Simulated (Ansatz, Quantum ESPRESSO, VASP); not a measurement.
**Zn3P: 3 runs at one level of theory**

```
Zn P
1.0
     3.97552    0.00000    0.00000
     0.00000    3.97552    0.00000
     0.00000    0.00000    3.97552
Zn P
3 1
Direct
  0.50000 0.50000 0.00000
  0.50000 0.00000 0.50000
  0.00000 0.50000 0.50000
  0.00000 0.00000 0.00000
```

The cell comes from a database or a generator and needn't be the stable form of this composition.

Alike in all runs: task equation of state; functional PBE; k mesh 7 × 7 × 7; occupations fermi-dirac, width 0.05 eV; no spin polarisation; no spin-orbit coupling.

| program and potentials | plane-wave cutoff (eV) | notes | equilibrium volume (Å³/atom) | bulk modulus (GPa) |
| --- | --- | --- | --- | --- |
| Ansatz, Ansatz PAW | 420 | - | 15.53 | 77.8 |
| VASP, PBE PAW files P, Zn, 520 eV | 520 | - | 15.57 | 78.1 |
| Quantum ESPRESSO, SSSP 1.3 efficiency PBE | 748 | - | 15.56 | 78.1 |

The equilibrium volume spans 15.53 (Ansatz, Ansatz PAW) to 15.57 Å³/atom (VASP, PBE PAW files P, Zn, 520 eV). The bulk modulus spans 77.8 (Ansatz, Ansatz PAW) to 78.1 GPa (VASP, PBE PAW files P, Zn, 520 eV).

The functional is the same throughout but for its coding, so the spread measures potentials, basis and numerics; runs on potential files found faulty are left out.
